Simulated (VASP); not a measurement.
# Li(111): what the settings do to the level below the vacuum, part 4 of 5

How far does the level below the vacuum of Li(111) depend on the numerical settings, and how far on the functional?

VASP 6.6.1, plane waves and PAW; the level of theory is named at each step.

So far, highest filled level below the vacuum (eV): step 2 (the base run) 2.78; step 3 (another mesh, mesh points along a 3, k-mesh 3×3×1) 2.99; step 12 (a lower cutoff, ENCUT 280) 2.78; step 13 (another smearing width, SIGMA 0.02) 2.75.

## Step 14: Another smearing width, SIGMA 0.4

Level of this step: PBEsol; plane waves and PAW (Li) (VASP).

INCAR

```
SYSTEM = Li
PREC = Normal
ENCUT = 350
EDIFF = 1E-06
NELM = 120
ISMEAR = 1
SIGMA = 0.4
LREAL = .FALSE.
ALGO = Normal
GGA = PS
NBANDS = 16
LORBIT = 11
LWAVE = .FALSE.
LCHARG = .FALSE.
KPAR = 4
IDIPOL = 3
LDIPOL = .TRUE.
DIPOL = 0.5 0.5 0.5
LVHAR = .TRUE.
LVACPOTAV = .TRUE.
```

POSCAR

```
Li
1.0
    4.9356053327      0.0000000000      0.0000000000
    2.4678026663      4.2743596012      0.0000000000
    0.0000000000      0.0000000000     28.0747621974
Li
11
Direct
    0.6666666667      0.6666666667      0.3205726174
    0.0000000000      0.0000000000      0.3564580939
    0.3333333333      0.3333333333      0.3923435704
    0.6666666667      0.6666666667      0.4282290470
    0.0000000000      0.0000000000      0.4641145235
    0.3333333333      0.3333333333      0.5000000000
    0.6666666667      0.6666666667      0.5358854765
    0.0000000000      0.0000000000      0.5717709530
    0.3333333333      0.3333333333      0.6076564296
    0.6666666667      0.6666666667      0.6435419061
    0.0000000000      0.0000000000      0.6794273826
```

KPOINTS

```
Automatic mesh
0
Gamma
6 6 1
0 0 0
```

PAW data sets: Li (PBE family, release 64).

Command:

```
mpirun -np 4 vasp_std
```

What it wrote:

```text
[... set-up lines as in an earlier step ...]
 entering main loop
       N       E                     dE             d eps       ncg     rms          rms(c)
DAV:   1    -0.548098238076E+01   -0.54810E+01   -0.18534E+03   224   0.274E+02
DAV:   2    -0.212821399556E+02   -0.15801E+02   -0.14491E+02   336   0.442E+01
DAV:   3    -0.222159052331E+02   -0.93377E+00   -0.92024E+00   304   0.110E+01
DAV:   4    -0.222609675624E+02   -0.45062E-01   -0.45054E-01   368   0.274E+00
[...]
DAV:  21    -0.200241900245E+02   -0.37662E-05   -0.28666E-07   224   0.103E-03    0.219E-04
DAV:  22    -0.200241914840E+02   -0.14595E-05   -0.12462E-07   232   0.641E-04    0.322E-05
DAV:  23    -0.200241915125E+02   -0.28532E-07   -0.70748E-09   264   0.308E-04
 [... a notice as in an earlier step ...]

   1 F= -.20024192E+02 E0= -.20018459E+02  d E =-.171980E-01
```

Run time: 10 s. Hardware: 4 MPI ranks of Intel Xeon 6975P-C (Granite Rapids), shared host; peak memory 1 GiB.

OUTCAR, selected parts (step 14):

```text
  Total       -1.3798964     -1.3798964     -1.0380734      0.0000000      0.0000000      0.0000000
  in kB       -3.7327550     -3.7327550     -2.8080905      0.0000000      0.0000000      0.0000000
  external PRESSURE =      -3.4245335 kB  Pullay stress =       0.0000000 kB

 POSITION                                       TOTAL-FORCE (eV/Angst)
 -----------------------------------------------------------------------------------
      4.93561      2.84957      9.00000        -0.000000     -0.000000      0.022160
      0.00000      0.00000     10.00748         0.000000      0.000000      0.191913
      2.46780      1.42479     11.01495         0.000000      0.000000     -0.082468
      4.93561      2.84957     12.02243         0.000000      0.000000     -0.068300
      0.00000      0.00000     13.02990         0.000000     -0.000000      0.019153
      2.46780      1.42479     14.03738         0.000000     -0.000000      0.000000
      4.93561      2.84957     15.04486         0.000000     -0.000000     -0.019153
      0.00000      0.00000     16.05233        -0.000000     -0.000000      0.068300
      2.46780      1.42479     17.05981        -0.000000     -0.000000      0.082468
      4.93561      2.84957     18.06729        -0.000000     -0.000000     -0.191913
      0.00000      0.00000     19.07476         0.000000      0.000000     -0.022160
 -----------------------------------------------------------------------------------
    total drift:                                0.000000      0.000000      0.000000

  FREE ENERGIE OF THE ION-ELECTRON SYSTEM (eV)
  ---------------------------------------------------
  free  energy   TOTEN  =       -20.0241915125 eV

  energy  without entropy=      -20.0069934724  energy(sigma->0) =      -20.01845883

[... 2 parts as in an earlier step ...]

[... 1 further part left out ...]
[key lines of the parts left out:]
E-fermi :  -1.5279
```

This step gave:

```
electronic cycles                          : 23
Fermi energy                               : -1.528 eV
vacuum levels                              : 1.36, 1.36 eV
work functions of the upper and lower face : 2.888, 2.888 eV
highest filled level below the vacuum      : 2.888 eV
```

Against the base run its depth below the vacuum changes by +0.11 eV and the energy by +0.0 meV an atom.

## Step 15: The ladder

Times are for 4 MPI ranks of Intel Xeon 6975P-C (Granite Rapids), shared host. The runs compared:

```csv
no.,run,electronic cycles,cutoff used less the lowest (eV),highest filled level below the vacuum (eV),time,memory (GiB)
1,base run,22,140,2.778,11 s,1.0
2,series over the cutoff,22,0,2.777,5 s,0.65
3,series over the cutoff,22,70,2.778,7 s,0.79
4,series over the smearing,22,140,2.749,11 s,1.0
5,series over the smearing,23,140,2.888,10 s,1.0
```

## Step 16: Another level, functional LDA, disp none

This step: LDA; plane waves and PAW (Li) (VASP 6.6.1).

Beside the numerical settings stands the choice of exchange and correlation.

INCAR, as its differences from that of step 14:

```diff
@@ -6,6 +6,6 @@
 ISMEAR = 1
-SIGMA = 0.4
+SIGMA = 0.1
 LREAL = .FALSE.
 ALGO = Normal
-GGA = PS
+GGA = CA
 NBANDS = 16
```

POSCAR is that of step 14.

KPOINTS is that of step 14.

Command:

```
mpirun -np 4 vasp_std
```

What it wrote:

```text
[banner, memory and clock lines left out]
running    4 mpi-ranks, on    1 nodes
 distrk:  each k-point on    1 cores,    4 groups
 distr:  one band on    1 cores,    1 groups

 POSCAR found type information on POSCAR Li
 POSCAR found :  1 types and      11 ions
 [... a notice as in an earlier step ...]

 LDA part: xc-table for (Slater(with rela. corr.)+CA(PZ))
 , standard interpolation
 POSCAR, INCAR and KPOINTS ok, starting setup
 FFT: planning ... GRIDC
 FFT: planning ... GRID_SOFT
 FFT: planning ... GRID
 WAVECAR not read
 entering main loop
       N       E                     dE             d eps       ncg     rms          rms(c)
DAV:   1    -0.600827928116E+01   -0.60083E+01   -0.18568E+03   224   0.274E+02
DAV:   2    -0.218838629893E+02   -0.15876E+02   -0.14590E+02   336   0.443E+01
DAV:   3    -0.228491746102E+02   -0.96531E+00   -0.95346E+00   304   0.112E+01
DAV:   4    -0.228972234836E+02   -0.48049E-01   -0.48040E-01   360   0.277E+00
DAV:   5    -0.228987887137E+02   -0.15652E-02   -0.15652E-02   336   0.433E-01    0.222E+00
DAV:   6    -0.210241216141E+02    0.18747E+01   -0.54920E+00   240   0.442E+00    0.135E+00
DAV:   7    -0.207945467790E+02    0.22957E+00   -0.10151E+00   304   0.211E+00    0.701E-01
DAV:   8    -0.206196145283E+02    0.17493E+00   -0.32925E-01   288   0.133E+00    0.337E-01
DAV:   9    -0.206143358800E+02    0.52786E-02   -0.83777E-02   296   0.719E-01    0.164E-01
DAV:  10    -0.205966678495E+02    0.17668E-01   -0.68140E-02   288   0.517E-01    0.143E-01
DAV:  11    -0.205989801818E+02   -0.23123E-02   -0.11191E-02   304   0.227E-01    0.420E-02
DAV:  12    -0.205996041779E+02   -0.62400E-03   -0.23998E-03   272   0.117E-01    0.311E-02
DAV:  13    -0.206011540185E+02   -0.15498E-02   -0.69706E-04   264   0.615E-02    0.193E-02
DAV:  14    -0.206016211851E+02   -0.46717E-03   -0.47220E-04   280   0.483E-02    0.952E-03
DAV:  15    -0.206020094594E+02   -0.38827E-03   -0.21141E-04   256   0.274E-02    0.497E-03
DAV:  16    -0.206020785597E+02   -0.69100E-04   -0.19324E-05   264   0.111E-02    0.241E-03
DAV:  17    -0.206021246472E+02   -0.46088E-04   -0.14240E-05   296   0.687E-03    0.106E-03
DAV:  18    -0.206021333275E+02   -0.86803E-05   -0.30047E-06   312   0.347E-03    0.790E-04
DAV:  19    -0.206021576419E+02   -0.24314E-04   -0.16469E-06   272   0.224E-03    0.293E-04
DAV:  20    -0.206021640789E+02   -0.64370E-05   -0.38590E-07   248   0.103E-03    0.170E-04
DAV:  21    -0.206021685156E+02   -0.44367E-05   -0.42641E-07   232   0.851E-04    0.462E-05
DAV:  22    -0.206021686654E+02   -0.14980E-06   -0.75113E-09   272   0.229E-04
 [... a notice as in an earlier step ...]

   1 F= -.20602169E+02 E0= -.20601929E+02  d E =-.719127E-03
```

Elapsed: 8.2 s, on 4 MPI ranks; peak memory 0.84 GiB.

From OUTCAR (step 16):

```text
   NELECT =      11.0000    total number of electrons

 dipolmoment           0.000000      0.000000     -0.000000 electrons x Angstroem

 E-fermi :  -1.5273

 k-point     1 :       0.0000    0.0000    0.0000
  band No.  band energies     occupation
      1      -4.8898      2.00000
      2      -4.4117      2.00000
      3      -3.6074      2.00000
      4      -2.6179      2.00000
      5      -1.6139      2.00981
      6      -0.5501     -0.00000
      7       0.5503      0.00000
      8       0.8013      0.00000
      9       0.8013      0.00000
     10       0.8869      0.00000
    ...

  Total       -2.2456084     -2.2456084     -2.1009982      0.0000000     -0.0000000      0.0000000
  in kB       -6.0745909     -6.0745909     -5.6834061      0.0000000     -0.0000000      0.0000000
  external PRESSURE =      -5.9441960 kB  Pullay stress =       0.0000000 kB

 POSITION                                       TOTAL-FORCE (eV/Angst)
 -----------------------------------------------------------------------------------
      4.93561      2.84957      9.00000        -0.000000     -0.000000      0.104108
      0.00000      0.00000     10.00748         0.000000      0.000000      0.237302
      2.46780      1.42479     11.01495         0.000000      0.000000     -0.083075
      4.93561      2.84957     12.02243         0.000000      0.000000     -0.095239
      0.00000      0.00000     13.02990         0.000000     -0.000000      0.012133
      2.46780      1.42479     14.03738         0.000000     -0.000000     -0.000000
      4.93561      2.84957     15.04486        -0.000000     -0.000000     -0.012133
      0.00000      0.00000     16.05233        -0.000000     -0.000000      0.095239
      2.46780      1.42479     17.05981        -0.000000     -0.000000      0.083075
      4.93561      2.84957     18.06729        -0.000000     -0.000000     -0.237302
      0.00000      0.00000     19.07476         0.000000      0.000000     -0.104108
 -----------------------------------------------------------------------------------
    total drift:                                0.000000      0.000000      0.000000

  FREE ENERGIE OF THE ION-ELECTRON SYSTEM (eV)
  ---------------------------------------------------
  free  energy   TOTEN  =       -20.6021686654 eV

  energy  without entropy=      -20.6014495382  energy(sigma->0) =      -20.60192896

 vacuum level on the upper side and lower side of the slab         1.315         1.315

[... 9 parts as in an earlier step ...]

[... 8 further parts left out ...]
```

The PAW data sets were made with PBE, though LDA sets exist; this is a small mismatch.

Numbers from this step:

* electronic cycles: 22
* free energy (TOTEN): -20.60 eV
* energy at zero smearing: -20.60 eV
* Fermi energy: -1.527 eV
* vacuum levels: 1.315, 1.315 eV
* work functions of the upper and lower face: 2.842, 2.842 eV
* highest filled level below the vacuum: 2.842 eV

Force by atom:

```csv
atom,x (eV/Å),y (eV/Å),z (eV/Å),size
Li1,0.000,0.000,0.104,0.104
Li2,0.000,0.000,0.237,0.237
Li3,0.000,0.000,-0.083,0.083
Li4,0.000,0.000,-0.095,0.095
Li5,0.000,0.000,0.012,0.012
Li6,0.000,0.000,0.000,0.000
Li7,0.000,0.000,-0.012,0.012
Li8,0.000,0.000,0.095,0.095
Li9,0.000,0.000,0.083,0.083
Li10,0.000,0.000,-0.237,0.237
Li11,0.000,0.000,-0.104,0.104
```

Against the base run its depth below the vacuum changes by +0.06 eV.

## Step 17: Another level, functional PBE, disp none

This step: PBE; plane waves and PAW (Li) (VASP 6.6.1).

INCAR, as its differences from that of step 16:

```diff
@@ -9,3 +9,3 @@
 ALGO = Normal
-GGA = CA
+GGA = PE
 NBANDS = 16
```

POSCAR is that of step 16.

KPOINTS is that of step 16.

Command:

```
mpirun -np 4 vasp_std
```

What it wrote:

```text
[banner, memory and clock lines left out]
running    4 mpi-ranks, on    1 nodes
[...]
LDA part: xc-table for (Slater+PW92), standard interpolation
 POSCAR, INCAR and KPOINTS ok, starting setup
[...]
entering main loop
       N       E                     dE             d eps       ncg     rms          rms(c)
DAV:   1    -0.487443121843E+01   -0.48744E+01   -0.18526E+03   224   0.274E+02
DAV:   2    -0.206539594045E+02   -0.15780E+02   -0.14509E+02   336   0.441E+01
DAV:   3    -0.215896765946E+02   -0.93572E+00   -0.92497E+00   304   0.110E+01
DAV:   4    -0.216362201552E+02   -0.46544E-01   -0.46537E-01   368   0.277E+00
[...]
DAV:  20    -0.194195306857E+02   -0.54316E-05   -0.33149E-07   232   0.111E-03    0.207E-04
DAV:  21    -0.194195349101E+02   -0.42243E-05   -0.40818E-07   208   0.917E-04    0.388E-05
DAV:  22    -0.194195350783E+02   -0.16824E-06   -0.97296E-09   264   0.295E-04
 [... a notice as in an earlier step ...]

   1 F= -.19419535E+02 E0= -.19419423E+02  d E =-.336194E-03
```

Elapsed: 10 s, on 4 MPI ranks; peak memory 1 GiB; 38 s of CPU time.

Parts of OUTCAR (step 17):

```text
  Total       -1.2958035     -1.2958035     -1.3341005      0.0000000      0.0000000      0.0000000
  in kB       -3.5052756     -3.5052756     -3.6088728      0.0000000      0.0000000      0.0000000
  external PRESSURE =      -3.5398080 kB  Pullay stress =       0.0000000 kB

 POSITION                                       TOTAL-FORCE (eV/Angst)
 -----------------------------------------------------------------------------------
      4.93561      2.84957      9.00000         0.000000     -0.000000      0.064545
      0.00000      0.00000     10.00748        -0.000000      0.000000      0.202199
      2.46780      1.42479     11.01495         0.000000      0.000000     -0.100136
      4.93561      2.84957     12.02243         0.000000      0.000000     -0.091792
      0.00000      0.00000     13.02990        -0.000000      0.000000      0.013197
      2.46780      1.42479     14.03738         0.000000      0.000000     -0.000000
      4.93561      2.84957     15.04486         0.000000      0.000000     -0.013197
      0.00000      0.00000     16.05233        -0.000000      0.000000      0.091792
      2.46780      1.42479     17.05981        -0.000000      0.000000      0.100136
      4.93561      2.84957     18.06729         0.000000     -0.000000     -0.202199
      0.00000      0.00000     19.07476        -0.000000      0.000000     -0.064545
 -----------------------------------------------------------------------------------
    total drift:                                0.000000      0.000000      0.000000

  FREE ENERGIE OF THE ION-ELECTRON SYSTEM (eV)
  ---------------------------------------------------
  free  energy   TOTEN  =       -19.4195350783 eV

  energy  without entropy=      -19.4191988843  energy(sigma->0) =      -19.41942301

[... 2 parts as in an earlier step ...]

[... 1 further part left out ...]
[key lines of the parts left out:]
E-fermi :  -1.4392
```

Against the base run its depth below the vacuum changes by -0.02 eV.

## Step 18: Another level, functional RPBE, disp none

This step: RPBE; plane waves and PAW (Li) (VASP 6.6.1).

INCAR, as its differences from that of step 17:

```diff
@@ -9,3 +9,3 @@
 ALGO = Normal
-GGA = PE
+GGA = RP
 NBANDS = 16
```

POSCAR is that of step 17.

KPOINTS is that of step 17.

Command:

```
mpirun -np 4 vasp_std
```

What it wrote:

```text
[... set-up lines as in an earlier step ...]
 entering main loop
       N       E                     dE             d eps       ncg     rms          rms(c)
DAV:   1    -0.391072456410E+01   -0.39107E+01   -0.18488E+03   224   0.274E+02
DAV:   2    -0.196554338764E+02   -0.15745E+02   -0.14487E+02   336   0.440E+01
DAV:   3    -0.205776281845E+02   -0.92219E+00   -0.91172E+00   304   0.109E+01
DAV:   4    -0.206229202971E+02   -0.45292E-01   -0.45286E-01   368   0.275E+00
[...]
DAV:  20    -0.184385589743E+02   -0.72247E-05   -0.55525E-07   208   0.113E-03    0.919E-05
DAV:  21    -0.184385605565E+02   -0.15823E-05   -0.12417E-07   232   0.631E-04    0.281E-05
DAV:  22    -0.184385605916E+02   -0.35002E-07   -0.32219E-09   256   0.193E-04
 [... a notice as in an earlier step ...]

   1 F= -.18438561E+02 E0= -.18438453E+02  d E =-.323922E-03
```

Run time: 10 s. Hardware: 4 MPI ranks; peak memory 1 GiB; 38 s of CPU time.

Parts of OUTCAR (step 18):

```text
  Total       -0.6047651     -0.6047651     -0.7718052      0.0000000     -0.0000000      0.0000000
  in kB       -1.6359489     -1.6359489     -2.0878089      0.0000000     -0.0000000      0.0000000
  external PRESSURE =      -1.7865689 kB  Pullay stress =       0.0000000 kB

 POSITION                                       TOTAL-FORCE (eV/Angst)
 -----------------------------------------------------------------------------------
      4.93561      2.84957      9.00000         0.000000      0.000000      0.035455
      0.00000      0.00000     10.00748         0.000000      0.000000      0.176895
      2.46780      1.42479     11.01495        -0.000000     -0.000000     -0.112756
      4.93561      2.84957     12.02243        -0.000000     -0.000000     -0.089699
      0.00000      0.00000     13.02990         0.000000      0.000000      0.013465
      2.46780      1.42479     14.03738        -0.000000      0.000000      0.000000
      4.93561      2.84957     15.04486        -0.000000     -0.000000     -0.013465
      0.00000      0.00000     16.05233        -0.000000      0.000000      0.089699
      2.46780      1.42479     17.05981         0.000000      0.000000      0.112756
      4.93561      2.84957     18.06729        -0.000000     -0.000000     -0.176895
      0.00000      0.00000     19.07476        -0.000000      0.000000     -0.035455
 -----------------------------------------------------------------------------------
    total drift:                                0.000000      0.000000      0.000000

  FREE ENERGIE OF THE ION-ELECTRON SYSTEM (eV)
  ---------------------------------------------------
  free  energy   TOTEN  =       -18.4385605916 eV

  energy  without entropy=      -18.4382366697  energy(sigma->0) =      -18.43845262

[... 2 parts as in an earlier step ...]

[... 1 further part left out ...]
[key lines of the parts left out:]
E-fermi :  -1.3897
```

Against the base run its depth below the vacuum changes by -0.07 eV.

(Part 4 of 5 ends here.)

[Lines on the potential files, build, host, timing and source positions are cut from VASP's logs without a mark.]

[Logs are printed without paths, hosts, clocks, repeated set-up lines and the standing remarks that a program may print on its own settings, such as how far it seeks lower states.]

[Hosts, paths, dates, database ids (printed as entryN), source tags and the programs' standing remarks are cut or masked in the printed files.]

[In band tables of VASP the shares of atoms and orbitals are scaled to a sum of 1 inside the atoms' spheres.]

[Runs that stopped without an error message from VASP are left out.]
